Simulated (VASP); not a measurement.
Ag2PdO2, 5 atoms in the cell. The cell holds a amorphous, 5 atoms: a = 4.759 Å, b = 3.601 Å, c = 4.552 Å, α = 89.48°, β = 80.49°, γ = 106.77°. The cell was built by a generator and needn't be a form met in nature.

```yaml
Program: VASP 6.6.1
Task: single point
Functional: PBE
Potentials_or_basis: VASP PAW PBE potentials, release 64 (Pd, O, Ag)
Cutoff: 520 eV
k_mesh: 3 × 4 × 3
Occupations: fermi-dirac, width 0.05 eV
Spin: no spin polarisation
Dipole_correction: no
Further_INCAR_settings: ALGO = Fast; EDIFF = 1e-06; NBANDS = 30
```

Potentials or basis: VASP PAW PBE potentials, release 64 (Pd, O, Ag).

The run is started by

```sh
$ cat potpaw_PBE.64/Pd/POTCAR potpaw_PBE.64/O/POTCAR potpaw_PBE.64/Ag/POTCAR > POTCAR
$ mpirun -np 1 vasp_std > vasp.out
```

Hardware: 1 thread of Intel(R) Xeon(R) 6975P-C (Granite Rapids), on a shared host.

How long does it take, and how much memory?

It took 23 s on 1 thread of Intel(R) Xeon(R) 6975P-C (Granite Rapids), with other jobs on the host, peak memory 0.2 GiB. Counts: scf iterations 15, k points 19.
